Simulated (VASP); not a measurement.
Consider the following.

```
Ni
1.0
    0.00000     1.74032     1.74032
    1.74032     0.00000     1.74032
    1.74032     1.74032     0.00000
Ni
1
Direct
  0.00000   0.00000   0.00000
```
Starting moments (μB, in the order of the record's atoms Ni): 0.6.

The numbers are results of PBE GGA, VASP's PBE PAW potentials (set 64) (plane waves; VASP), not measurements. Settings: 520 eV cut-off, 18×18×18 Γ-centred mesh, first-order Methfessel-Paxton smearing of 0.10 eV, potentials Ni.

Give the stress tensor in GPa (positive for a compressed cell).

```
6.66  0.00  0.00
0.00  6.66  0.00
0.00  0.00  6.66
```
The pressure is its mean diagonal, 6.66 GPa.

The compound is Ni in the fcc structure. This cell is one point of a volume scan, at 0.97 of the reference volume.
